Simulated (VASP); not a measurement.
Computed with optB88-vdW, VASP's PBE PAW potentials (set 64) (plane waves; VASP).

VASP ran on this input.

**KPOINTS**
```
Automatic mesh
0
Gamma
7 7 7
0 0 0
```

INCAR:
```
SYSTEM  =  CuI
PREC  =  Accurate; ENCUT  =  520; LREAL  =  F
LASPH  =  T
EDIFF  =  1E-6; NELM  =  100; ALGO  =  Normal
LMAXMIX  =  4
ISMEAR  =  0; SIGMA  =  0.05
GGA  =  BO; LUSE_VDW  =  T; AGGAC  =  0.0
PARAM1  =  0.1833333333; PARAM2  =  0.22
IBRION  =  2; NSW  =  60; ISIF  =  3
EDIFFG  =  -0.01
LWAVE  =  F; LCHARG  =  F
```

### POSCAR
```
CuI
1.0
  0.0000000000   3.0250000000   3.0250000000
  3.0250000000   0.0000000000   3.0250000000
  3.0250000000   3.0250000000   0.0000000000
Cu I
1 1
Cartesian
  0.0000000000   0.0000000000   0.0000000000
  1.5125000000   1.5125000000   1.5125000000
```

POTCAR, in this order: Cu I (PBE.64 set). Program: vasp_std.

The run wrote:

File OUTCAR:
```
 ion  position               nearest neighbor table
   1  0.000  0.000  0.000-   2 2.62   2 2.62   2 2.62   2 2.62
   2  0.250  0.250  0.250-   1 2.62   1 2.62   1 2.62   1 2.62
  LATTYP: Found a face centered cubic cell.
 ALAT       =     6.0500000000
 Subroutine PRICEL returns:
 Original cell was already a primitive cell.
 Subroutine GETGRP returns: Found 24 space group operations
The static configuration has the point symmetry T_d .
The dynamic configuration has the point symmetry T_d .
 Subroutine INISYM returns: Found 24 space group operations
 Subroutine IBZKPT returns following result:
 Found     20 irreducible k-points:

 Following reciprocal coordinates:
            Coordinates               Weight
  0.000000  0.000000  0.000000      1.000000
  0.142857  0.000000  0.000000      8.000000
  0.285714  0.000000  0.000000      8.000000
  0.428571  0.000000  0.000000      8.000000
  0.142857  0.142857  0.000000      6.000000
  0.285714  0.142857  0.000000     24.000000
  0.428571  0.142857  0.000000     24.000000
 -0.428571  0.142857  0.000000     24.000000
 -0.285714  0.142857  0.000000     24.000000
...
```

File OSZICAR:
```
       N       E                     dE             d eps       ncg     rms          rms(c)
DAV:   1     0.116039385706E+03    0.11604E+03   -0.80135E+03   520   0.145E+03
DAV:   2     0.729362866007E+01   -0.10875E+03   -0.10213E+03   535   0.271E+02
DAV:   3    -0.532253784246E+00   -0.78259E+01   -0.77145E+01   700   0.839E+01
DAV:   4    -0.800201741069E+00   -0.26795E+00   -0.26775E+00   629   0.144E+01
DAV:   5    -0.808552741128E+00   -0.83510E-02   -0.83508E-02   766   0.253E+00    0.470E+00
DAV:   6    -0.734776033474E+00    0.73777E-01   -0.24583E+00   543   0.463E+01    0.302E+00
DAV:   7    -0.641287837719E+00    0.93488E-01   -0.56806E-01   555   0.266E+01    0.156E+00
DAV:   8    -0.640892191811E+00    0.39565E-03   -0.25783E-02   791   0.212E+00    0.377E-01
DAV:   9    -0.639154736815E+00    0.17375E-02   -0.85034E-03   580   0.302E+00    0.904E-02
DAV:  10    -0.639257540956E+00   -0.10280E-03   -0.51443E-04   605   0.190E-01    0.218E-02
DAV:  11    -0.639256587205E+00    0.95375E-06   -0.30306E-05   638   0.154E-01    0.124E-02
DAV:  12    -0.639256282667E+00    0.30454E-06   -0.14310E-06   433   0.386E-02
   1 F= -.63925628E+00 E0= -.63925628E+00  d E =-.639256E+00
       N       E                     dE             d eps       ncg     rms          rms(c)
DAV:   1    -0.678564585036E+00   -0.39308E-01   -0.66452E-01   520   0.208E+01    0.150E+00
DAV:   2    -0.652597045569E+00    0.25968E-01   -0.36564E-01   530   0.204E+01    0.555E-01
DAV:   3    -0.641108966367E+00    0.11488E-01   -0.68302E-02   525   0.877E+00    0.268E-01
DAV:   4    -0.639796774648E+00    0.13122E-02   -0.42762E-03   701   0.797E-01    0.928E-02
DAV:   5    -0.639742591422E+00    0.54183E-04   -0.10631E-04   764   0.200E-01    0.756E-02
DAV:   6    -0.639693909522E+00    0.48682E-04   -0.54622E-05   818   0.159E-01    0.109E-02
DAV:   7    -0.639694522089E+00   -0.61257E-06   -0.73292E-06   777   0.406E-02
   2 F= -.63969452E+00 E0= -.63969452E+00  d E =-.438239E-03
       N       E                     dE             d eps       ncg     rms          rms(c)
DAV:   1    -0.645294839294E+00   -0.56009E-02   -0.91512E-02   520   0.765E+00    0.579E-01
DAV:   2    -0.641951534997E+00    0.33433E-02   -0.57652E-02   520   0.762E+00    0.235E-01
DAV:   3    -0.639949192389E+00    0.20023E-02   -0.11022E-02   520   0.369E+00    0.947E-02
DAV:   4    -0.639794273194E+00    0.15492E-03   -0.63491E-04   525   0.167E-01    0.392E-02
DAV:   5    -0.639781031415E+00    0.13242E-04   -0.38352E-05   699   0.187E-01    0.302E-02
DAV:   6    -0.639776178166E+00    0.48532E-05   -0.99709E-06   795   0.403E-02    0.114E-02
DAV:   7    -0.639775263443E+00    0.91472E-06   -0.14340E-06   320   0.430E-02
   3 F= -.63977526E+00 E0= -.63977526E+00  d E =-.518981E-03
```

File OUTCAR:
```
------------------------ aborting loop because EDIFF is reached ----------------------------------------
  FORCE on cell =-STRESS in cart. coord.  units (eV):
  Direction    XX          YY          ZZ          XY          YZ          ZX
  --------------------------------------------------------------------------------------
  Total        0.0083542      0.0083542      0.0083542      0.0000000      0.0000000     -0.0000000
  in kB        0.2399666      0.2399666      0.2399666      0.0000000      0.0000000     -0.0000000
  external PRESSURE =       0.2399666 kB  Pullay stress =       0.0000000 kB
  volume of cell :       55.78
      direct lattice vectors                 reciprocal lattice vectors
    -0.000000000  3.032572862  3.032572862    -0.164876500  0.164876500  0.164876500
     3.032572862 -0.000000000  3.032572862     0.164876500 -0.164876500  0.164876500
     3.032572862  3.032572862 -0.000000000     0.164876500  0.164876500 -0.164876500
  FREE ENERGIE OF THE ION-ELECTRON SYSTEM (eV)
  ---------------------------------------------------
  free  energy   TOTEN  =        -0.6397752634 eV

  energy  without entropy=       -0.6397752634  energy(sigma->0) =       -0.63977526

 reached required accuracy - stopping structural energy minimisation
```
(Selected blocks of OUTCAR.)

### CONTCAR
```
CuI
   1.00000000000000
    -0.0000000000000000    3.0325728623388062    3.0325728623388062
     3.0325728623388062   -0.0000000000000000    3.0325728623388062
     3.0325728623388062    3.0325728623388062   -0.0000000000000000
  Cu              I
     1     1
Direct
     0.0000000000000000    0.0000000000000000    0.0000000000000000
     0.2500000000000000    0.2500000000000000    0.2500000000000000
```

The compound is CuI in the zinc blende structure. This run relaxes it. Symmetry was kept, so distortions that lower it aren't found.
